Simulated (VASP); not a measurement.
# CoSi2: convergence with the smearing and plane-wave cutoff, part 4 of 4

Aim: find what the smearing and plane-wave cutoff change for CoSi2, and what they cost. The series runs use r2SCAN. The start is a cell from a database of measured crystal structures.

VASP 6.6.1; r2SCAN, spin-polarised from a ferromagnetic start (one magnetic atom a cell); plane waves and PAW (Co, Si).

Still holding for the runs below: The k-mesh is coarse for a metal.

So far. Step 19 (Plane-wave cutoff: ENCUT = 350): Against the run before the energy moves by -1.50 meV an atom and the pressure by -0.07 GPa, after 15 cycles in 47 s.

The database entry behind the starting cell differs from later determinations by our own check (0.1 to 0.3 % short, probably kX units), so it need not match the best structure at ambient conditions.

## (20) Plane-wave cutoff: ENCUT = 430 (continued)

From OUTCAR (step 20):

```text
  Total       -1.1237410     -1.1237410     -1.1237410      0.0000000      0.0000000     -0.0000000
  in kB      -46.8721726    -46.8721726    -46.8721726      0.0000000      0.0000000     -0.0000000
  external PRESSURE =     -46.8721726 kB  Pullay stress =       0.0000000 kB

 POSITION                                       TOTAL-FORCE (eV/Angst)
 -----------------------------------------------------------------------------------
      0.00000      0.00000      0.00000        -0.000000      0.000000      0.000000
      1.33900      1.33900      1.33900         0.000000     -0.000000     -0.000000
      4.01700      4.01700      4.01700        -0.000000      0.000000      0.000000
 -----------------------------------------------------------------------------------
    total drift:                               -0.000000     -0.000000      0.000000

  FREE ENERGIE OF THE ION-ELECTRON SYSTEM (eV)
  ---------------------------------------------------
  free  energy   TOTEN  =       -32.0110159142 eV

  energy  without entropy=      -32.0029507550  energy(sigma->0) =      -32.00698333

[... 2 parts as in an earlier step ...]

[... 2 further parts left out ...]
[key lines of the parts left out:]
E-fermi :  10.0330
```

Against the run before the energy moves by -0.78 meV an atom and the pressure by +0.13 GPa, after 15 cycles in 67 s.

## (21) Plane-wave cutoff: ENCUT = 540

File INCAR:

```
SYSTEM = CoSi2
PREC = Accurate
ENCUT = 540
EDIFF = 1E-06
NELM = 100
ISMEAR = -1
SIGMA = 0.05
LREAL = .FALSE.
ALGO = Normal
METAGGA = R2SCAN
LASPH = .TRUE.
NBANDS = 18
ISPIN = 2
MAGMOM = 2 0 0
LMAXMIX = 4
LORBIT = 11
LWAVE = .FALSE.
LCHARG = .FALSE.
KPAR = 4
ISIF = 2
```

File POSCAR:

```
CoSi2
1.0
    0.0000000000      2.6780000000      2.6780000000
    2.6780000000      0.0000000000      2.6780000000
    2.6780000000      2.6780000000      0.0000000000
Co Si
1 2
Direct
    0.0000000000      0.0000000000      0.0000000000
    0.2500000000      0.2500000000      0.2500000000
    0.7500000000      0.7500000000      0.7500000000
```

File KPOINTS:

```
Automatic mesh
0
Gamma
7 7 7
0 0 0
```

The projector-augmented-wave data sets are Co and Si (PBE family, release 64).

Command:

```
$ mpirun -np 4 vasp_std
```

The program printed:

```text
[... set-up lines as in an earlier step ...]
 entering main loop
       N       E                     dE             d eps       ncg     rms          rms(c)
DAV:   1     0.538277369331E+02    0.53828E+02   -0.71118E+03  1440   0.954E+02
DAV:   2    -0.312073255714E+02   -0.85035E+02   -0.74840E+02  1482   0.201E+02
DAV:   3    -0.352753953189E+02   -0.40681E+01   -0.39383E+01  1818   0.493E+01
DAV:   4    -0.353424425916E+02   -0.67047E-01   -0.66895E-01  1628   0.557E+00
[...]
DAV:  13    -0.320109708768E+02   -0.22986E-04   -0.13261E-04  1662   0.125E-01    0.260E-02
DAV:  14    -0.320109685489E+02    0.23279E-05   -0.83903E-06  1706   0.202E-02    0.117E-02
DAV:  15    -0.320109686498E+02   -0.10095E-06   -0.10926E-06   872   0.158E-02
   1 F= -.32010969E+02 E0= -.32006936E+02  d E =-.806563E-02  mag=    -0.0002
```

Elapsed: 50 s, on 4 MPI ranks of AMD EPYC 7R43, shared host; peak memory 0.66 GiB; 3.3 min of CPU time.

OUTCAR, selected parts (step 21):

```text
  Total       -1.0992859     -1.0992859     -1.0992859     -0.0000000     -0.0000000      0.0000000
  in kB      -45.8521316    -45.8521316    -45.8521316     -0.0000000     -0.0000000      0.0000000
  external PRESSURE =     -45.8521316 kB  Pullay stress =       0.0000000 kB

 POSITION                                       TOTAL-FORCE (eV/Angst)
 -----------------------------------------------------------------------------------
      0.00000      0.00000      0.00000         0.000000     -0.000000     -0.000000
      1.33900      1.33900      1.33900         0.000000      0.000000     -0.000000
      4.01700      4.01700      4.01700        -0.000000     -0.000000      0.000000
 -----------------------------------------------------------------------------------
    total drift:                                0.000000     -0.000000     -0.000000

  FREE ENERGIE OF THE ION-ELECTRON SYSTEM (eV)
  ---------------------------------------------------
  free  energy   TOTEN  =       -32.0109686498 eV

  energy  without entropy=      -32.0029030187  energy(sigma->0) =      -32.00693583

[... 2 parts as in an earlier step ...]

[... 2 further parts left out ...]
[key lines of the parts left out:]
E-fermi :  10.0327
```

Against the run before the energy moves by +0.02 meV an atom and the pressure by +0.10 GPa, after 15 cycles in 50 s.

## (22) The plane-wave cutoff series as a table

This step: convergence of r2SCAN results with the cutoff; plane waves and PAW (VASP 6.6.1).

No new run; the numbers come from the runs before.

Differences are taken from the run with ENCUT = 540. Results of the series, by row:

| setting | status | energy less the reference (meV/atom) | pressure (GPa) | moment (μB) | SCF cycles | wall time (s) |
| --- | --- | --- | --- | --- | --- | --- |
| ENCUT = 160 | converged | 951 | -132.2 | 0 | 18 | 23 |
| ENCUT = 200 | converged | 148.3 | -35.11 | -2.00e-4 | 15 | 28 |
| ENCUT = 240 | converged | 31.74 | -10.43 | 0 | 15 | 34 |
| ENCUT = 270 | converged | 9.236 | -5.671 | -1.00e-4 | 15 | 30 |
| ENCUT = 310 | converged | 2.263 | -4.743 | -2.00e-4 | 15 | 44 |
| ENCUT = 350 | converged | 0.7656 | -4.816 | -2.00e-4 | 15 | 47 |
| ENCUT = 430 | converged | -0.01583 | -4.687 | -2.00e-4 | 15 | 67 |
| ENCUT = 540 | converged | 0 | -4.585 | -2.00e-4 | 15 | 50 |

## (23) Summary of results

| Property | Result |
| --- | --- |
| spread of the pressure over the smearing | 0.403 GPa |
| spread of the energy over the smearing | 2.33 meV/atom |
| plane-wave cutoff from which the energy stays within 10 meV/atom of the reference | ENCUT = 270 |
| plane-wave cutoff from which the energy stays within 1 meV/atom of the reference | ENCUT = 350 |
| plane-wave cutoff from which the pressure stays within 0.2 GPa of the reference | ENCUT = 430 |
| spread of the pressure over the plane-wave cutoff | 128 GPa |
| spread of the energy over the plane-wave cutoff | 951 meV/atom |

What this shows: The usual rule keeps the entropy term T·S under 1 meV an atom, which holds up to a width of 0.05 eV for Gaussian and 0.2 eV for first-order Methfessel-Paxton. That rule is made for Methfessel-Paxton; with the other schemes the zero-width estimate is the energy to use. Farthest in energy from the narrowest smearing lies ISMEAR = 1, SIGMA = 0.5 (-1.6 meV an atom, -0.20 GPa). On a fixed mesh a narrow width is not the exact answer for a metal: it samples the Fermi surface more noisily. From ENCUT = 350 on, the energy stays within 1 meV an atom of the reference, at 94 % of its time. The pressure holds within 0.2 GPa from ENCUT = 430 on. These cutoffs are 0.6 to 2 times the default of the data sets, about 270 eV; at the default the run is off by +9.2 meV an atom, -1.09 GPa, and at 1.3 times by +0.8 meV an atom, -0.23 GPa. Energy differences between like cells converge faster than these totals. Differences are taken from the run with ENCUT = 540, which is itself not the exact limit. Forces vanish by symmetry in this cell, so the series can't test them. The runs at ENCUT = 160; ENCUT = 200; ENCUT = 240 are over 30 meV an atom or 2 GPa off and describe the material poorly.

[Lines on the potential files, build, host, timing and source positions are cut from VASP's logs without a mark.]

[Logs are printed without paths, hosts, clocks, repeated set-up lines and the standing remarks that a program may print on its own settings, such as how far it seeks lower states.]

[Hosts, paths, dates, database ids (printed as entryN), source tags and the programs' standing remarks are cut or masked in the printed files.]

[A measured line is paired with the nearest computed mode of its activity, which favours agreement.]
